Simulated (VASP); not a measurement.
# CaTi: structure and properties in VASP

Aim: relax CaTi, then compute properties on the relaxed cell. The steps: relaxing cell and atoms (revPBE), second relaxation, single point with fields (revPBE), bands along the symmetry lines (revPBE), total and projected DOS (revPBE) and elastic tensor by finite strains (revPBE). The cell is invented: it takes the structure of a Materials Project entry for HfMg (space group 166 there), with all of its atoms replaced by other elements, volume scaled by an estimate. It may not be a known or stable phase.

Calculated with VASP 6.6.1; revPBE; plane waves and PAW (Ti_sv, Ca_sv); invented cell.

### 1. The starting structure

Before any relaxation, the start is as follows. The structure is trigonal, space group R-3m (No. 166). Conventional cell: a = 3.296 Å, b = 3.296 Å, c = 17.779 Å, α = 90.00°, β = 90.00°, γ = 120.00°. Nearest to Ti lie 6 Ti at 3.30 Å and 6 Ca at 3.52 Å. Ca has 6 Ca at 3.30 Å and 6 Ti at 3.52 Å nearest. It derives from HfMg. it takes the structure of a Materials Project entry for HfMg (space group 166 there), with all of its atoms replaced by other elements, volume scaled by an estimate. Farther neighbours are not listed.

As a file:

```xyz
2
Lattice="1.6478 0.9513 5.9265 -1.6478 0.9513 5.9265 0.0000 -1.9027 5.9265" Properties=species:S:1:pos:R:3 pbc="T T T"
Ti    0.0000    0.0000    0.0000
Ca    0.0000    0.0000    8.8897
```

### 2. Relaxing cell and atoms (revPBE)

The start need not lie at this functional's minimum. ISIF = 3 frees volume, shape and positions, and EDIFFG sets the threshold on forces and stress at which the search stops. revPBE by itself binds more weakly than PBE and expands cells; dispersion terms fitted to it are the larger for that.

INCAR

```
SYSTEM = CaTi
PREC = Accurate
ENCUT = 400
EDIFF = 1E-06
NELM = 100
ISMEAR = 0
SIGMA = 0.05
LREAL = .FALSE.
ALGO = Normal
GGA = RE
LORBIT = 11
LWAVE = .FALSE.
LCHARG = .FALSE.
IBRION = 2
NSW = 60
ISIF = 3
EDIFFG = -0.01
```

POSCAR

```
CaTi
1.0
    1.6477850000      0.9513490000      5.9264870000
   -1.6477850000      0.9513490000      5.9264870000
    0.0000000000     -1.9026980000      5.9264870000
Ti Ca
1 1
Direct
    0.0000000000      0.0000000000      0.0000000000
    0.5000000000      0.5000000000      0.5000000000
```

KPOINTS

```
Automatic mesh
0
Gamma
8 8 8
0 0 0
```

The projector-augmented-wave data sets are Ti_sv and Ca_sv (PBE family, release 64).

Command:

```sh
mpirun -np 1 vasp_std
```

Output:

```text
[banner, memory and clock lines left out]
running    1 mpi-ranks, on    1 nodes
 distrk:  each k-point on    1 cores,    1 groups
 distr:  one band on    1 cores,    1 groups

 POSCAR found type information on POSCAR TiCa
 POSCAR found :  2 types and       2 ions
|                                                                             |
|               ----> ADVICE to this user running VASP <----                  |
|                                                                             |
|     You enforced a specific xc type in the INCAR file but a different       |
|     [... a line on the potential file left out ...]
|     I HOPE YOU KNOW WHAT YOU ARE DOING!                                     |
|                                                                             |

 LDA part: xc-table for (Slater+PW92), standard interpolation
 POSCAR, INCAR and KPOINTS ok, starting setup
 FFT: planning ... GRIDC
 FFT: planning ... GRID_SOFT
 FFT: planning ... GRID
 WAVECAR not read
 entering main loop
       N       E                     dE             d eps       ncg     rms          rms(c)
DAV:   1     0.184781757024E+03    0.18478E+03   -0.10148E+04  1958   0.126E+03
DAV:   2     0.189227957316E+01   -0.18289E+03   -0.18179E+03  2083   0.394E+02
DAV:   3    -0.106999133909E+02   -0.12592E+02   -0.12475E+02  3858   0.900E+01
DAV:   4    -0.110343563874E+02   -0.33444E+00   -0.33384E+00  2468   0.132E+01
DAV:   5    -0.110483582194E+02   -0.14002E-01   -0.14001E-01  3240   0.209E+00    0.104E+01
DAV:   6    -0.137603988701E+02   -0.27120E+01   -0.15295E+02  2419   0.449E+01    0.145E+01
DAV:   7    -0.835375116188E+01    0.54066E+01   -0.31856E+01  2664   0.290E+01    0.339E+00
DAV:   8    -0.823048978019E+01    0.12326E+00   -0.43960E-01  2500   0.376E+00    0.286E+00
DAV:   9    -0.787559819256E+01    0.35489E+00   -0.17077E+00  2587   0.600E+00    0.102E+00
DAV:  10    -0.790392729157E+01   -0.28329E-01   -0.59237E-01  3297   0.327E+00    0.857E-01
DAV:  11    -0.787576421021E+01    0.28163E-01   -0.20018E-01  2517   0.180E+00    0.334E-01
DAV:  12    -0.787661125090E+01   -0.84704E-03   -0.33566E-02  2447   0.148E+00    0.255E-01
DAV:  13    -0.787522408830E+01    0.13872E-02   -0.76745E-03  2454   0.707E-01    0.376E-02
DAV:  14    -0.787521524867E+01    0.88396E-05   -0.29459E-04  3197   0.120E-01    0.171E-02
DAV:  15    -0.787521472563E+01    0.52304E-06   -0.19298E-05  2460   0.239E-02    0.673E-03
DAV:  16    -0.787521298045E+01    0.17452E-05   -0.26855E-06  1909   0.183E-02    0.196E-03
DAV:  17    -0.787521307057E+01   -0.90120E-07   -0.27511E-07  1451   0.532E-03
   1 F= -.78752131E+01 E0= -.78732994E+01  d E =-.787521E+01
 curvature:   0.00 expect dE= 0.000E+00 dE for cont linesearch  0.000E+00
 trial: gam= 0.00000 g(F)=  0.153E-58 g(S)=  0.582E-01 ort = 0.000E+00 (trialstep = 0.100E+01)
 search vector abs. value=  0.582E-01
 bond charge predicted
       N       E                     dE             d eps       ncg     rms          rms(c)
DAV:   1    -0.915920246132E+01   -0.12840E+01   -0.27757E+01  2904   0.639E+01    0.846E+00
DAV:   2    -0.868629864654E+01    0.47290E+00   -0.19579E+01  2972   0.287E+01    0.548E+00
DAV:   3    -0.793750613197E+01    0.74879E+00   -0.75937E+00  2760   0.134E+01    0.208E+00
DAV:   4    -0.788076855389E+01    0.56738E-01   -0.66275E-01  2886   0.623E+00    0.490E-01
DAV:   5    -0.789580505456E+01   -0.15037E-01   -0.83111E-02  2638   0.182E+00    0.325E-01
DAV:   6    -0.790129380593E+01   -0.54888E-02   -0.46182E-03  2661   0.360E-01    0.295E-01
DAV:   7    -0.790870261169E+01   -0.74088E-02   -0.14493E-02  2615   0.661E-01    0.725E-02
DAV:   8    -0.790872295452E+01   -0.20343E-04   -0.19014E-03  2826   0.362E-01    0.618E-02
DAV:   9    -0.790878250654E+01   -0.59552E-04   -0.25195E-04  2195   0.132E-01    0.811E-03
DAV:  10    -0.790878678031E+01   -0.42738E-05   -0.29652E-05  3010   0.295E-02    0.312E-03
DAV:  11    -0.790878890262E+01   -0.21223E-05   -0.29450E-06  2360   0.125E-02    0.235E-03
DAV:  12    -0.790878858161E+01    0.32101E-06   -0.35076E-07  1115   0.383E-03
   2 F= -.79087886E+01 E0= -.79067204E+01  d E =-.335755E-01
[...]
3 F= -.79093124E+01 E0= -.79072007E+01  d E =-.340994E-01
[...]
4 F= -.79093108E+01 E0= -.79071921E+01  d E =-.340978E-01
[...]
5 F= -.79094446E+01 E0= -.79072787E+01  d E =-.133750E-03
 trial-energy change:   -0.000134  1 .order   -0.000133   -0.000189   -0.000076
 step:   1.7239(harm=  1.7239)  dis= 0.00000  next Energy=    -7.909469 (dE=-0.158E-03)
 bond charge predicted
       N       E                     dE             d eps       ncg     rms          rms(c)
DAV:   1    -0.790993717239E+01   -0.49254E-03   -0.20195E-02  1992   0.184E+00    0.163E-01
DAV:   2    -0.790963500688E+01    0.30217E-03   -0.35674E-03  2253   0.474E-01    0.803E-02
DAV:   3    -0.790953830391E+01    0.96703E-04   -0.20249E-03  2714   0.199E-01    0.566E-02
DAV:   4    -0.790947296463E+01    0.65339E-04   -0.44696E-04  3188   0.120E-01    0.139E-02
DAV:   5    -0.790947151332E+01    0.14513E-05   -0.28114E-05  2874   0.378E-02    0.663E-03
DAV:   6    -0.790947158034E+01   -0.67012E-07   -0.67315E-06  2615   0.176E-02
   6 F= -.79094716E+01 E0= -.79072726E+01  d E =-.160743E-03
 curvature:  -0.87 expect dE=-0.218E-05 dE for cont linesearch -0.171E-05
 trial: gam= 0.00000 g(F)=  0.763E-58 g(S)=  0.249E-05 ort =-0.191E-04 (trialstep = 0.117E+01)
 search vector abs. value=  0.249E-05
 reached required accuracy - stopping structural energy minimisation
```

The job ended after 9.5 min (1 MPI rank of AMD EPYC 7R43, shared host; peak memory 0.26 GiB).

Lines that name or quote the potential files are left out of all logs, and their timing lines are given in words.

From OUTCAR (step 2):

```text
ion  position               nearest neighbor table
   1  0.000  0.000  0.000-
   2  0.500  0.500  0.500-

  LATTYP: Found a trigonal (rhomboedric) cell.
 ALAT       =     6.2244283663
 COS(alpha) =     0.8598374018

 Subroutine GETGRP returns: Found 12 space group operations
 (whereof 12 operations were pure point group operations)

The static configuration has the point symmetry D_3d.

 Found     65 irreducible k-points:

   k-points           NKPTS =     65   k-points in BZ     NKDIM =     65   number of bands    NBANDS=     15

   dimension x,y,z NGX =    42 NGY =   42 NGZ =   42
   dimension x,y,z NGXF=    84 NGYF=   84 NGZF=   84

   ENCUT  =  400.0 eV  29.40 Ry    5.42 a.u.  10.15 10.15 10.15*2*pi/ulx,y,z

   NELECT =      22.0000    total number of electrons

 k-points in reciprocal lattice and weights: Automatic mesh
   0.00000000  0.00000000  0.00000000       0.002
   0.12500000 -0.00000000  0.00000000       0.012
   0.25000000 -0.00000000  0.00000000       0.012
   0.37500000 -0.00000000  0.00000000       0.012
   0.50000000 -0.00000000  0.00000000       0.006
   0.12500000  0.12500000  0.00000000       0.012
   0.25000000  0.12500000 -0.00000000       0.023
   0.37500000  0.12500000  0.00000000       0.023
   0.50000000  0.12500000 -0.00000000       0.023
[...]
-0.37500000  0.50000000  0.37500000       0.012
   0.50000000  0.50000000  0.50000000       0.002

 average (electrostatic) potential at core
       1 -76.9134       2 -45.3081

 E-fermi :   4.4469

 k-point     1 :       0.0000    0.0000    0.0000
  band No.  band energies     occupation
    ...
      6     -17.4079      2.00000
      7     -17.2672      2.00000
      8     -17.2672      2.00000
      9      -0.3747      2.00000
     10       2.8423      2.00000
     11       4.4730      0.46043
     12       5.3129      0.00000
     13       5.3129      0.00000
     14       5.7498      0.00000
     15       6.0954      0.00000

 k-point     2 :       0.1250   -0.0000    0.0000
  band No.  band energies     occupation
    ...
      7     -17.3658      2.00000
      8     -17.2887      2.00000
      9      -0.0129      2.00000
     10       3.1374      2.00000
     11       4.3031      1.99995
     12       5.1264      0.00000
     13       5.5031      0.00000
     14       5.8946      0.00000
     15       6.0690      0.00000

 k-point     3 :       0.2500   -0.0000    0.0000
  band No.  band energies     occupation
    ...
      7     -17.3548      2.00000
      8     -17.3400      2.00000
      9       0.9864      2.00000
     10       3.7132      2.00000
     11       4.1555      2.00000
     12       4.7886      0.00000
     13       5.6582      0.00000
     14       5.9651      0.00000
     15       6.0376      0.00000

  Total       -0.0070921     -0.0070921      0.0016664     -0.0000000     -0.0000000      0.0000000
  in kB       -0.2183540     -0.2183539      0.0513052     -0.0000000     -0.0000000      0.0000000
  external PRESSURE =      -0.1284676 kB  Pullay stress =       0.0000000 kB

  energy-cutoff  :      400.00
  volume of cell :       52.04
      direct lattice vectors                 reciprocal lattice vectors
     1.623264515  0.937192096  5.701087810     0.308021272  0.177836185  0.058468374
    -1.623264515  0.937192096  5.701087810    -0.308021272  0.177836185  0.058468374
     0.000000000 -1.874384193  5.701087810     0.000000000 -0.355672369  0.058468374

 POSITION                                       TOTAL-FORCE (eV/Angst)
 -----------------------------------------------------------------------------------
      1.62326     -0.93719     11.40218        -0.000000      0.000000     -0.000000
      0.00000      0.00000      8.55163         0.000000     -0.000000      0.000000
 -----------------------------------------------------------------------------------
    total drift:                                0.000000      0.000000     -0.000000

  FREE ENERGIE OF THE ION-ELECTRON SYSTEM (eV)
  ---------------------------------------------------
  free  energy   TOTEN  =        -7.9094715803 eV

  energy  without entropy=       -7.9050735620  energy(sigma->0) =       -7.90727257

 reached required accuracy - stopping structural energy minimisation

 total charge
# of ion       s       p       d       tot
------------------------------------------
    1        2.205   6.036   1.783  10.025
    2        2.100   5.843   0.292   8.235
--------------------------------------------------
tot          4.305  11.880   2.076  18.260

[... 3 further parts left out ...]
```

CONTCAR:

```
CaTi
   1.00000000000000
     1.6232645148308826    0.9371920963718496    5.7010878101790281
    -1.6232645148308826    0.9371920963718496    5.7010878101790281
     0.0000000000000000   -1.8743841927436993    5.7010878101790281
  Ti              Ca
     1     1
Direct
     1.0000000000000000    0.0000000000000000    1.0000000000000000
     0.5000000000000000    0.5000000000000000    0.5000000000000000
```

The k-mesh is coarse for a metal. The PAW data sets were made with PBE, which is usual practice but a small mismatch for other functionals. The run keeps the 12 symmetry operations of its start, so it cannot find a distortion of lower symmetry.

Step by step:

```
step  energy less that of the first step (eV)  largest force (eV/Å)  pressure (GPa)  volume (Å³)
   1                                   0.0000                0.0000           -2.40        55.74
   2                                  -0.0336                0.0000           -0.28        52.43
   3                                  -0.0341                0.0000            0.03        52.01
   4                                  -0.0341                0.0000            0.08        51.94
   5                                  -0.0342                0.0000            0.05        52.00
   6                                  -0.0343                0.0000           -0.01        52.04
```

```
conventional cell, symmetrised  before   after  change
                         a (Å)   3.296   3.247  -1.5 %
                         b (Å)   3.296   3.247  -1.5 %
                         c (Å)  17.779  17.103  -3.8 %
              volume (Å³/atom)   27.87   26.02  -6.6 %
```

The relaxed structure:

```
Ti Ca
1.0
     1.62326    0.93719    5.70109
    -1.62326    0.93719    5.70109
     0.00000   -1.87438    5.70109
Ti Ca
1 1
Direct
  0.00000 0.00000 0.00000
  0.50000 0.50000 0.50000
```

This step gave:

* electrons: 22
* bands: 15
* irreducible k-points: 65
* symmetry operations: 12
* free energy (TOTEN): -7.909 eV
* energy at zero smearing: -7.907 eV
* Fermi energy: 4.447 eV
* pressure: -0.01285 GPa
* metallic: yes
* SCF cycles over all ionic steps: 61

It ends with forces that vanish by symmetry and a pressure of -0.01 GPa.

### 3. Second relaxation

A relaxation keeps the plane waves of the cell it began with, so it is repeated from the new cell, on a basis made for it.

INCAR is that of step 2.

POSCAR

```
CaTi
1.0
    1.6232645148      0.9371920964      5.7010878102
   -1.6232645148      0.9371920964      5.7010878102
    0.0000000000     -1.8743841927      5.7010878102
Ti Ca
1 1
Direct
    0.0000000000      0.0000000000      0.0000000000
    0.5000000000      0.5000000000      0.5000000000
```

KPOINTS is that of step 2.

Command:

```sh
mpirun -np 1 vasp_std
```

Output:

```text
[banner, memory and clock lines left out]
running    1 mpi-ranks, on    1 nodes
 distrk:  each k-point on    1 cores,    1 groups
 distr:  one band on    1 cores,    1 groups

 POSCAR found type information on POSCAR TiCa
 POSCAR found :  2 types and       2 ions
 [... a notice as in an earlier step ...]

 LDA part: xc-table for (Slater+PW92), standard interpolation
 POSCAR, INCAR and KPOINTS ok, starting setup
 FFT: planning ... GRIDC
 FFT: planning ... GRID_SOFT
 FFT: planning ... GRID
 WAVECAR not read
 entering main loop
       N       E                     dE             d eps       ncg     rms          rms(c)
DAV:   1     0.185695013176E+03    0.18570E+03   -0.10123E+04  1950   0.128E+03
DAV:   2     0.216097448495E+01   -0.18353E+03   -0.18239E+03  2055   0.397E+02
DAV:   3    -0.107209875650E+02   -0.12882E+02   -0.12774E+02  3878   0.910E+01
DAV:   4    -0.110275700418E+02   -0.30658E+00   -0.30610E+00  2251   0.132E+01
DAV:   5    -0.110450680885E+02   -0.17498E-01   -0.17497E-01  3338   0.226E+00    0.103E+01
DAV:   6    -0.132201399591E+02   -0.21751E+01   -0.14246E+02  2426   0.454E+01    0.138E+01
DAV:   7    -0.829902086356E+01    0.49211E+01   -0.28530E+01  2650   0.282E+01    0.331E+00
DAV:   8    -0.820149315758E+01    0.97528E-01   -0.37424E-01  2500   0.362E+00    0.281E+00
DAV:   9    -0.790970753949E+01    0.29179E+00   -0.12179E+00  2559   0.536E+00    0.111E+00
DAV:  10    -0.794272865348E+01   -0.33021E-01   -0.78216E-01  3228   0.395E+00    0.976E-01
DAV:  11    -0.790421831011E+01    0.38510E-01   -0.28171E-01  2538   0.233E+00    0.359E-01
DAV:  12    -0.790543395625E+01   -0.12156E-02   -0.40326E-02  2489   0.171E+00    0.285E-01
DAV:  13    -0.790372868826E+01    0.17053E-02   -0.97522E-03  2391   0.864E-01    0.306E-02
DAV:  14    -0.790371815206E+01    0.10536E-04   -0.40546E-04  3030   0.141E-01    0.783E-03
DAV:  15    -0.790372146424E+01   -0.33122E-05   -0.13331E-05  2489   0.231E-02    0.322E-03
DAV:  16    -0.790372028433E+01    0.11799E-05   -0.34789E-06  1997   0.864E-03    0.142E-03
DAV:  17    -0.790372010113E+01    0.18320E-06   -0.24021E-07  1346   0.413E-03
   1 F= -.79037201E+01 E0= -.79015207E+01  d E =-.790372E+01
 curvature:   0.00 expect dE= 0.000E+00 dE for cont linesearch  0.000E+00
 trial: gam= 0.00000 g(F)=  0.654E-58 g(S)=  0.534E-05 ort = 0.000E+00 (trialstep = 0.100E+01)
 search vector abs. value=  0.534E-05
 reached required accuracy - stopping structural energy minimisation
```

Run time: 2.1 min. Hardware: 1 MPI rank; peak memory 0.22 GiB.

OUTCAR, selected parts (step 3):

```text
  LATTYP: Found a trigonal (rhomboedric) cell.
 ALAT       =     6.0013097679
 COS(alpha) =     0.8536756859

The static configuration has the point symmetry D_3d.

 Found     65 irreducible k-points:

   dimension x,y,z NGX =    40 NGY =   40 NGZ =   40
   dimension x,y,z NGXF=    80 NGYF=   80 NGZF=   80

   ENCUT  =  400.0 eV  29.40 Ry    5.42 a.u.   9.79  9.79  9.79*2*pi/ulx,y,z

   NELECT =      22.0000    total number of electrons

 E-fermi :   4.4472

 k-point     1 :       0.0000    0.0000    0.0000
  band No.  band energies     occupation
    ...
      6     -17.4070      2.00000
      7     -17.2663      2.00000
      8     -17.2663      2.00000
      9      -0.3703      2.00000
     10       2.8445      2.00000
     11       4.4736      0.45542
     12       5.3133      0.00000
     13       5.3133      0.00000
     14       5.7505      0.00000
     15       6.0951      0.00000

 k-point     2 :       0.1250    0.0000    0.0000
  band No.  band energies     occupation
    ...
      7     -17.3649      2.00000
      8     -17.2877      2.00000
      9      -0.0084      2.00000
     10       3.1390      2.00000
     11       4.3037      1.99995
     12       5.1266      0.00000
     13       5.5035      0.00000
     14       5.8956      0.00000
     15       6.0709      0.00000

  Total       -0.0072699     -0.0072699     -0.0107544      0.0000000     -0.0000000      0.0000000
  in kB       -0.2238279     -0.2238279     -0.3311076      0.0000000     -0.0000000      0.0000000
  external PRESSURE =      -0.2595878 kB  Pullay stress =       0.0000000 kB

 POSITION                                       TOTAL-FORCE (eV/Angst)
 -----------------------------------------------------------------------------------
      0.00000      0.00000      0.00000        -0.000000      0.000000     -0.000000
      0.00000      0.00000      8.55163         0.000000     -0.000000      0.000000
 -----------------------------------------------------------------------------------
    total drift:                               -0.000000      0.000000     -0.000000

  FREE ENERGIE OF THE ION-ELECTRON SYSTEM (eV)
  ---------------------------------------------------
  free  energy   TOTEN  =        -7.9037201011 eV

  energy  without entropy=       -7.8993213818  energy(sigma->0) =       -7.90152074

 total charge
# of ion       s       p       d       tot
------------------------------------------
    1        2.204   6.037   1.784  10.025
    2        2.100   5.843   0.292   8.235
--------------------------------------------------
tot          4.304  11.880   2.076  18.260

[... 5 parts as in an earlier step ...]

[... 6 further parts left out ...]
```

CONTCAR:

```
CaTi
   1.00000000000000
     1.6232645148000000    0.9371920964000000    5.7010878101999998
    -1.6232645148000000    0.9371920964000000    5.7010878101999998
     0.0000000000000000   -1.8743841927000000    5.7010878101999998
  Ti              Ca
     1     1
Direct
     0.0000000000000000    0.0000000000000000    0.0000000000000000
     0.5000000000000000    0.5000000000000000    0.5000000000000000
```

Little changed from the start: no atom moved by 0.005 Å and no cell edge by 0.1 %.

This step gave:

```
free energy (TOTEN)             : -7.904 eV
energy at zero smearing         : -7.902 eV
pressure                        : -0.02596 GPa
SCF cycles over all ionic steps : 17
```

It ends with forces that vanish by symmetry and a pressure of -0.03 GPa. The volume moved by under 0.01 %: the run met its threshold at the first step.

[end of part 1 of 2]

[Lines on the potential files, build, host, timing and source positions are cut from VASP's logs without a mark.]

[Logs are printed without paths, hosts, clocks, repeated set-up lines and the standing remarks that a program may print on its own settings, such as how far it seeks lower states.]

[Hosts, paths, dates, database ids (printed as entryN), source tags and the programs' standing remarks are cut or masked in the printed files.]

[A measured line is paired with the nearest computed mode of its activity, which favours agreement.]
